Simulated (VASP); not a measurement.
Output of a VASP run:

### OUTCAR
```
 ion  position               nearest neighbor table
   1  0.000  0.000  0.000-
   2  0.801  0.500  0.500-   5 1.61   4 1.72   3 1.72   6 1.72   7 1.72
   3  0.500  0.199  0.500-   4 1.61   2 1.72   5 1.72   6 1.72   7 1.72
   4  0.500  0.801  0.500-   3 1.61   2 1.72   5 1.72   6 1.72   7 1.72
   5  0.199  0.500  0.500-   2 1.61   3 1.72   4 1.72   6 1.72   7 1.72
   6  0.500  0.500  0.801-   7 1.61   3 1.72   4 1.72   5 1.72   2 1.72
   7  0.500  0.500  0.199-   6 1.61   3 1.72   4 1.72   5 1.72   2 1.72
  LATTYP: Found a simple cubic cell.
 ALAT       =     4.0333796806
 Subroutine PRICEL returns:
 Original cell was already a primitive cell.
 Subroutine GETGRP returns: Found 48 space group operations
The static configuration has the point symmetry O_h .
The dynamic configuration has the point symmetry O_h .
 Subroutine INISYM returns: Found 48 space group operations
 Subroutine IBZKPT returns following result:
 Found     35 irreducible k-points:

 Following reciprocal coordinates:
            Coordinates               Weight
  0.000000  0.000000  0.000000      1.000000
  0.125000  0.000000  0.000000      6.000000
  0.250000  0.000000  0.000000      6.000000
  0.375000  0.000000  0.000000      6.000000
  0.500000  0.000000  0.000000      3.000000
  0.125000  0.125000  0.000000     12.000000
  0.250000  0.125000  0.000000     24.000000
  0.375000  0.125000  0.000000     24.000000
  0.500000  0.125000  0.000000     12.000000
  0.250000  0.250000  0.000000     12.000000
  0.375000  0.250000  0.000000     24.000000
  0.500000  0.250000  0.000000     12.000000
  0.375000  0.375000  0.000000     12.000000
  0.500000  0.375000  0.000000     12.000000
  0.500000  0.500000  0.000000      3.000000
  0.125000  0.125000  0.125000      8.000000
  0.250000  0.125000  0.125000     24.000000
  0.375000  0.125000  0.125000     24.000000
  0.500000  0.125000  0.125000     12.000000
  0.250000  0.250000  0.125000     24.000000
  0.375000  0.250000  0.125000     48.000000
  0.500000  0.250000  0.125000     24.000000
  0.375000  0.375000  0.125000     24.000000
  0.500000  0.375000  0.125000     24.000000
  0.500000  0.500000  0.125000      6.000000
  0.250000  0.250000  0.250000      8.000000
  0.375000  0.250000  0.250000     24.000000
  0.500000  0.250000  0.250000     12.000000
  0.375000  0.375000  0.250000     24.000000
  0.500000  0.375000  0.250000     24.000000
  0.500000  0.500000  0.250000      6.000000
  0.375000  0.375000  0.375000      8.000000
  0.500000  0.375000  0.375000     12.000000
  0.500000  0.500000  0.375000      6.000000
  0.500000  0.500000  0.500000      1.000000
   k-points           NKPTS =     35   k-points in BZ     NKDIM =     35   number of bands    NBANDS=     18
   number of dos      NEDOS =    301   number of ions     NIONS =      7
   total plane-waves  NPLWV =  46656
   dimension x,y,z NGX =    36 NGY =   36 NGZ =   36
   dimension x,y,z NGXF=    72 NGYF=   72 NGZF=   72
   ions per type =               1   6
   PREC   = accura    normal or accurate (medium, high low for compatibility)
   ISTART =      0    job   : 0-new  1-cont  2-samecut
   ICHARG =      2    charge: 1-file 2-atom 10-const
   ISPIN  =      1    spin polarized calculation?
   LNONCOLLINEAR =      F non collinear calculations
   LSORBIT =      F    spin-orbit coupling
   INIWAV =      1    electr: 0-lowe 1-rand  2-diag
   ENCUT  =  620.0 eV  45.57 Ry    6.75 a.u.   8.19  8.19  8.19*2*pi/ulx,y,z
   NELM   =    100;   NELMIN=  2; NELMDL= -5     # of ELM steps
   EDIFF  = 0.1E-05   stopping-criterion for ELM
   LREAL  =      F    real-space projection
   NLSPLINE    = F    spline interpolate recip. space projectors
   LMAXMIX     =    6 max onsite mixed and CHGCAR
   VOSKOWN=      0    Vosko Wilk Nusair interpolation
   EDIFFG = -.2E-01   stopping-criterion for IOM
   NSW    =     40    number of steps for IOM
   NBLOCK =      1;   KBLOCK =     40    inner block; outer block
   IBRION =      2    ionic relax: 0-MD 1-quasi-New 2-CG
...
```

OSZICAR:
```
...
DAV:   7    -0.536036112930E+02    0.14271E-02   -0.10133E-02  1898   0.125E+00    0.185E-02
DAV:   8    -0.536036241518E+02   -0.12859E-04   -0.33028E-04  1962   0.151E-01    0.141E-02
DAV:   9    -0.536036215652E+02    0.25866E-05   -0.26497E-05  1988   0.456E-02    0.972E-03
DAV:  10    -0.536036182170E+02    0.33482E-05   -0.46366E-05  2228   0.701E-02    0.830E-03
DAV:  11    -0.536036171659E+02    0.10511E-05   -0.70758E-06  1788   0.337E-02    0.234E-03
DAV:  12    -0.536036171046E+02    0.61220E-07   -0.85848E-07  1478   0.103E-02
   2 F= -.46089144E+02 E0= -.46089239E+02  d E =0.228393E-01
       N       E                     dE             d eps       ncg     rms          rms(c)
DAV:   1    -0.542213702795E+02   -0.61775E+00   -0.52670E+00  1654   0.256E+01    0.219E+00
DAV:   2    -0.540799024492E+02    0.14147E+00   -0.81189E-01  2098   0.126E+01    0.684E-01
DAV:   3    -0.540637733297E+02    0.16129E-01   -0.42201E-02  2020   0.185E+00    0.239E-01
DAV:   4    -0.540617067930E+02    0.20665E-02   -0.12071E-02  2216   0.655E-01    0.841E-02
DAV:   5    -0.540617973672E+02   -0.90574E-04   -0.82672E-04  1852   0.203E-01    0.594E-02
DAV:   6    -0.540618866496E+02   -0.89282E-04   -0.39469E-04  2160   0.168E-01    0.241E-02
DAV:   7    -0.540618797783E+02    0.68714E-05   -0.50840E-05  1746   0.418E-02    0.712E-03
DAV:   8    -0.540618794967E+02    0.28156E-06   -0.61990E-06  1830   0.201E-02
   3 F= -.46196794E+02 E0= -.46196928E+02  d E =-.848107E-01
       N       E                     dE             d eps       ncg     rms          rms(c)
DAV:   1    -0.540555007180E+02    0.63791E-02   -0.16978E-03  1734   0.473E-01    0.363E-02
DAV:   2    -0.540554592090E+02    0.41509E-04   -0.16266E-04  2158   0.181E-01    0.146E-02
DAV:   3    -0.540554517458E+02    0.74632E-05   -0.30730E-05  1884   0.623E-02    0.282E-03
DAV:   4    -0.540554515535E+02    0.19230E-06   -0.44495E-06  2004   0.213E-02
   4 F= -.46196791E+02 E0= -.46196924E+02  d E =-.848075E-01
       N       E                     dE             d eps       ncg     rms          rms(c)
DAV:   1    -0.540388354842E+02    0.16616E-01   -0.53153E-01  1370   0.471E+00    0.293E-01
DAV:   2    -0.540376996953E+02    0.11358E-02   -0.24654E-02  2032   0.173E+00    0.159E-01
DAV:   3    -0.540366040126E+02    0.10957E-02   -0.82779E-03  1468   0.564E-01    0.357E-02
DAV:   4    -0.540365814325E+02    0.22580E-04   -0.11220E-03  1884   0.290E-01    0.226E-02
DAV:   5    -0.540365811490E+02    0.28342E-06   -0.68313E-05  1958   0.633E-02    0.654E-03
DAV:   6    -0.540365794317E+02    0.17173E-05   -0.15134E-05  2098   0.401E-02    0.420E-03
DAV:   7    -0.540365794739E+02   -0.42173E-07   -0.47421E-07   924   0.638E-03
   5 F= -.46190908E+02 E0= -.46190983E+02  d E =0.588300E-02
       N       E                     dE             d eps       ncg     rms          rms(c)
DAV:   1    -0.540540730033E+02   -0.17494E-01   -0.28584E-01  1362   0.345E+00    0.214E-01
DAV:   2    -0.540534818119E+02    0.59119E-03   -0.13287E-02  2044   0.125E+00    0.117E-01
DAV:   3    -0.540528957045E+02    0.58611E-03   -0.46204E-03  1466   0.420E-01    0.275E-02
DAV:   4    -0.540528777304E+02    0.17974E-04   -0.64378E-04  1888   0.219E-01    0.168E-02
DAV:   5    -0.540528772172E+02    0.51316E-06   -0.36455E-05  2022   0.471E-02    0.458E-03
DAV:   6    -0.540528763650E+02    0.85226E-06   -0.81604E-06  1882   0.301E-02
   6 F= -.46197674E+02 E0= -.46197808E+02  d E =-.882458E-03
```

### OUTCAR
```
------------------------ aborting loop because EDIFF is reached ----------------------------------------
  FORCE on cell =-STRESS in cart. coord.  units (eV):
  Direction    XX          YY          ZZ          XY          YZ          ZX
  --------------------------------------------------------------------------------------
  Total        7.9050577      7.9050577      7.9050577      0.0000000     -0.0000000     -0.0000000
  in kB      201.2693487    201.2693487    201.2693487      0.0000000     -0.0000000     -0.0000000
  external PRESSURE =       1.2693487 kB  Pullay stress =     200.0000000 kB
  volume of cell :       62.93
      direct lattice vectors                 reciprocal lattice vectors
     3.977522654  0.000000000  0.000000000     0.251412773  0.000000000  0.000000000
    -0.000000000  3.977522654 -0.000000000    -0.000000000  0.251412773  0.000000000
    -0.000000000 -0.000000000  3.977522654    -0.000000000  0.000000000  0.251412773
 POSITION                                       TOTAL-FORCE (eV/Angst)
 -----------------------------------------------------------------------------------
     -0.00000      3.97752      3.97752        -0.000000      0.000000     -0.000000
      3.18677      1.98876      1.98876         0.002010      0.000000     -0.000000
      1.98876      0.79075      1.98876         0.000000     -0.002010     -0.000000
      1.98876      3.18677      1.98876        -0.000000      0.002010     -0.000000
      0.79075      1.98876      1.98876        -0.002010     -0.000000     -0.000000
      1.98876      1.98876      3.18677        -0.000000     -0.000000      0.002010
      1.98876      1.98876      0.79075         0.000000      0.000000     -0.002010
 -----------------------------------------------------------------------------------
    total drift:                                0.000000      0.000000     -0.000000
  FREE ENERGIE OF THE ION-ELECTRON SYSTEM (eV)
  ---------------------------------------------------
  free  energy   TOTEN  =       -54.0528763650 eV

  energy  without entropy=      -54.0532787562  energy(sigma->0) =      -54.05301050
  enthalpy is  TOTEN    =       -46.1976736207 eV   P V=        7.8552027443

 reached required accuracy - stopping structural energy minimisation
```
(Selected blocks of OUTCAR.)

POSCAR:
```
LaB6
1
    4.0333796806     0.0000000000     0.0000000000
    0.0000000000     4.0333796806     0.0000000000
    0.0000000000     0.0000000000     4.0333796806
La B
1 6
Direct
  0.0000000000   0.0000000000   0.0000000000
  0.8007390817   0.5000000000   0.5000000000
  0.5000000000   0.1992609183   0.5000000000
  0.5000000000   0.8007390817   0.5000000000
  0.1992609183   0.5000000000   0.5000000000
  0.5000000000   0.5000000000   0.8007390817
  0.5000000000   0.5000000000   0.1992609183
```

Question: Reconstruct the remaining input files.

Answer: Several could match; the one computed here: the input of the run itself, LDA (Ceperley-Alder, Perdew-Zunger), plane waves, VASP's LDA PAW potentials (set 64).

### KPOINTS
```
kpoints
0
gamma
 8 8 8
```

### INCAR
```
! general
SYSTEM   =  LaB6
PREC     =  Accurate
ENCUT    =  620
LREAL    =  .FALSE.
LASPH    =  .TRUE.

! electronic loop
EDIFF    =  1E-6
NELM     =  100
ALGO     =  Normal
LMAXMIX  =  6

! smearing
ISMEAR   =  1
SIGMA    =  0.1

! ions
IBRION   =  2
NSW      =  40
ISIF     =  3
EDIFFG   =  -0.02
PSTRESS  =  200

! output
LWAVE    =  .FALSE.
LCHARG   =  .FALSE.
```

POTCAR, in this order: La B (LDA.64 set). Program: vasp_std.

Energy and stress use the plane-wave basis of the starting cell.

The compound is LaB6 in the cab6 structure. This run relaxes it under an external pressure of 20 GPa. Symmetry was kept, so distortions that lower it aren't found. The electron count is odd and the run is not spin-polarised, which forces a metal.
